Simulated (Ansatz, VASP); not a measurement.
# Se (Selenium): VASP beside Ansatz, part 2 of 2

Wanted: the spread between two codes on one cell, functional and k mesh. The cell is taken from a series of runs on this material, whose earlier steps may have relaxed, scaled, displaced or heated it; both programs get it as it stands.

VASP 6.6.1 and Ansatz 0.2.0.

So far: The structure; Ansatz: relaxation of cell and atoms, LDA, pair 1; VASP: relaxation of cell and atoms, LDA, pair 1; Side by side.

**5. Ansatz: relaxation of cell and atoms, LDA, pair 2**

Level of this step: Ansatz beside VASP: Kohn-Sham DFT, plane waves, LDA (Ansatz).

The relaxed volume is the usual yardstick between codes: in a stiff, nearly cubic crystal its relative difference is about their pressure difference at one cell divided by the bulk modulus.

The cell is taken from a series of runs on this material, whose earlier steps may have relaxed, scaled, displaced or heated it; both programs get it as it stands.

input.yaml

```yaml
crystal:
  lattice:
    - [3.9455700433, 0.0, 0.0]
    - [-1.9727850216, 3.4169638899, 0.0]
    - [0.0, 0.0, 5.1200331527]
  atoms:
    - { symbol: Se, position: [0.2554647697, 0.0, 0.3333333333] }
    - { symbol: Se, position: [0.0, 0.2554647697, 0.6666666667] }
    - { symbol: Se, position: [0.7445352303, 0.7445352303, 0.0] }
kpoints:
  mp_grid: { grid: [21, 21, 14] }
hamiltonian:
  xc: lda
  pseudopotentials: { kind: paw, azcp: { folder: soft_1 }, xc_functional: pbe }
scf:
  occupations: { method: fixed }
output:
  forces: true
  stress: true
  eigenvalues: true
relax:
  adjacent_minimum: "off"
  f_tol: 0.001
  max_steps: 60
  cell: { stress_tol: 0.01 }
```

Run with:

```console
ansatz run input.yaml --threads 4 --pin off --max-ram 10240MiB --backend cpu --events-out ev --progress --plain --runs-dir out
```

Numbers of over 12 decimals in the logs are rounded to 6 here.

The log of the run:

```text
[...]
Crystal: 3 atoms, lattice volume = 69.028 Å³
Basis set: ecut = 420 eV, 1385 PW (Γ)
Bands: 29, of which v1, the nominal top of the filled ones, is band 24 counted from 1 (23 counted from 0)
Symmetry: 6 space group operations
[...]
k-points: 606 of 6174 (time reversal used)
[...]
--- Relaxed structure (1 steps of the walk, 1 accepted, 1 SCFs on fresh bases) ---
[...]
cell:  # Å, volume = 69.0276 Å³
    - [3.945570, -2.886753331703866e-11, 0.0]
    - [-1.972785, 3.416964, 0.0]
    - [0.0, 0.0, 5.1200331527]
  atoms:
    - { symbol: Se, position: [0.255465, 0, 0.333333] }
    - { symbol: Se, position: [-2.7755575615628914e-17, 0.255465, 0.666667] }
    - { symbol: Se, position: [0.744535, 0.744535, 0.0] }
[key lines of the parts left out:]
SCF converged after 6 iterations
Free energy (F): -16149.796826 eV
Fermi energy:    8.696096 eV
P = ⅓ Tr σ = 0.0004 GPa (0.004 kbar)
```

**6. VASP: relaxation of cell and atoms, LDA, pair 2**

The same cell, functional (in two slightly different forms) and mesh now go to VASP, with its own data sets.

INCAR

```
SYSTEM = Se
PREC = Accurate
ENCUT = 500
EDIFF = 1E-07
NELM = 120
ISMEAR = 0
SIGMA = 0.01
LREAL = .FALSE.
ALGO = Normal
GGA = CA
NBANDS = 15
LORBIT = 11
LWAVE = .FALSE.
LCHARG = .FALSE.
ISIF = 3
IBRION = 2
NSW = 80
EDIFFG = -0.005
LASPH = .TRUE.
GGA_COMPAT = .FALSE.
NELMIN = 4
EFERMI = MIDGAP
KPAR = 2
```

POSCAR

```
Se
1.0
    3.9455700000      0.0000000000      0.0000000000
   -1.9727850000      3.4169640000      0.0000000000
    0.0000000000      0.0000000000      5.1200330000
Se
3
Direct
    0.2554647364      0.0000000000      0.3333333984
    0.0000000282      0.2554647927      0.6666666016
    0.7445352354      0.7445352073      0.0000000000
```

KPOINTS

```
Automatic mesh
0
Gamma
21 21 14
0 0 0
```

PAW data sets: Se (LDA family, release 64).

Run with:

```console
mpirun -np 2 vasp_std
```

The log of the run:

```text
[... set-up lines as in an earlier step ...]
 entering main loop
       N       E                     dE             d eps       ncg     rms          rms(c)
DAV:   1     0.772195017311E+02    0.77220E+02   -0.72997E+03 18180   0.986E+02
DAV:   2    -0.773861040538E+01   -0.84958E+02   -0.80692E+02 24440   0.162E+02
DAV:   3    -0.125315598057E+02   -0.47929E+01   -0.47669E+01 21610   0.437E+01
DAV:   4    -0.125645069882E+02   -0.32947E-01   -0.32934E-01 24270   0.425E+00
[...]
DAV:  11    -0.124780531332E+02   -0.52934E-06   -0.55738E-06 24627   0.137E-02    0.362E-03
DAV:  12    -0.124780529085E+02    0.22472E-06   -0.72999E-07 20987   0.538E-03    0.110E-03
DAV:  13    -0.124780529076E+02    0.80991E-09   -0.11814E-07 13654   0.203E-03
   1 F= -.12478053E+02 E0= -.12478053E+02  d E =-.124781E+02
[...]
2 F= -.12478129E+02 E0= -.12478129E+02  d E =-.761489E-04
[...]
3 F= -.12478276E+02 E0= -.12478276E+02  d E =-.223243E-03
[...]
4 F= -.12478292E+02 E0= -.12478292E+02  d E =-.153618E-04
[...]
5 F= -.12478321E+02 E0= -.12478321E+02  d E =-.447975E-04
[...]
reached required accuracy - stopping structural energy minimisation
```

From OUTCAR (step 6):

```text
  Total       -0.0074161     -0.0074161      0.0029301     -0.0000000      0.0000000      0.0000000
  in kB       -0.1718929     -0.1718929      0.0679142     -0.0000000      0.0000000      0.0000000
  external PRESSURE =      -0.0919572 kB  Pullay stress =       0.0000000 kB

 POSITION                                       TOTAL-FORCE (eV/Angst)
 -----------------------------------------------------------------------------------
      1.01063      0.00000      1.70911         0.002320      0.000000     -0.000000
     -0.50531      0.87523      3.41823        -0.001160      0.002009      0.000000
      1.46744      2.54169     -0.00000        -0.001160     -0.002009     -0.000000
 -----------------------------------------------------------------------------------
    total drift:                                0.000048      0.000025     -0.000016

  FREE ENERGIE OF THE ION-ELECTRON SYSTEM (eV)
  ---------------------------------------------------
  free  energy   TOTEN  =       -12.4783209486 eV

  energy  without entropy=      -12.4783209486  energy(sigma->0) =      -12.47832095

[... 1 part as in an earlier step ...]

[... 3 further parts left out ...]
[key lines of the parts left out:]
E-fermi :   4.5855
```

**7. Comparison**

What differs besides the data sets and the points named for the pairs above, as far as they apply: fixed occupations in Ansatz, narrow Gaussian smearing in VASP; the data sets hold 48 valence electrons in Ansatz (on its PAW soft_1 files) and 18 in VASP. Total energies have different zeros and are not compared.

Both answers:

| quantity | Ansatz | VASP | difference |
| --- | --- | --- | --- |
| volume (Å³) | 69.03 | 69.12 | -0.14 % |
| edge a after relaxation, in the typed setting (Å) | 3.946 | 3.946 | +0.00 % |
| edge c after relaxation, in the typed setting (Å) | 5.120 | 5.127 | -0.14 % |

**8. What came out**

| Quantity | Value |
| --- | --- |
| difference in edge c after relaxation, in the typed setting (relaxation of cell and atoms, LDA, pair 1) | -0.17 % |
| difference in edge c after relaxation, in the typed setting (relaxation of cell and atoms, LDA, pair 2) | -0.14 % |

**Reading.** The difference in edge c after relaxation, in the typed setting is -0.17 % (relaxation of cell and atoms, LDA, pair 1), within the 1.2 % picked in this series as the mark of a large difference, as far as the stopping tolerances let one tell. The data sets hold unlike numbers of valence electrons (48 in Ansatz and 18 in VASP), so part of the differences comes from the potentials. How closely two codes agree says nothing of how well the functional describes the real material.

[Lines on the potential files, build, host, timing and source positions are cut from VASP's logs without a mark.]

[Logs are printed without paths, hosts, clocks, repeated set-up lines and the standing remarks that a program may print on its own settings, such as how far it seeks lower states.]

[Hosts, paths, dates, database ids (printed as entryN), source tags and the programs' standing remarks are cut or masked in the printed files.]
